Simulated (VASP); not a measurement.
Consider the following.

```
CELL_PARAMETERS angstrom
      0.00000     2.83974     2.83974
      2.83974     0.00000     2.83974
      2.83974     2.83974     0.00000
ATOMIC_POSITIONS crystal
  Ga 0.00000 0.00000 0.00000
  As 0.25000 0.25000 0.25000
```

All values below come from vdW-DF-cx, VASP's PBE PAW potentials (set 64) (plane waves; VASP). Settings: 520 eV cut-off, Gaussian smearing of 0.050 eV, potentials Ga_d As.

### Question
Give the energies of bands 7 to 12 at the high-symmetry points, in eV from the valence-band maximum.

### Answer

| band | Γ | X | U | L | W |
|---|---|---|---|---|---|
| 7 | 0.00 | -6.79 | -6.60 | -6.59 | -6.60 |
| 8 | 0.00 | -2.64 | -3.81 | -1.13 | -3.49 |
| 9 | 0.00 | -2.64 | -2.23 | -1.13 | -3.30 |
| 10 | 0.35 | 1.42 | 1.91 | 0.91 | 4.52 |
| 11 | 3.68 | 1.61 | 4.56 | 4.58 | 4.66 |
| 12 | 3.68 | 10.00 | 7.82 | 4.58 | 5.30 |

The gap is direct, 0.35 eV, from the valence maximum at Γ to the conduction minimum at Γ.

Measured: gap 1.57 eV (computed value off by -1.22 eV), as given by Wei Chen et al., Physical Review Materials (2018), doi:10.1103/physrevmaterials.2.073803 [zero-point renormalisation of 0.05 eV added back (the table's ZPR column)].

The compound is GaAs in the zinc blende structure. It was relaxed first.
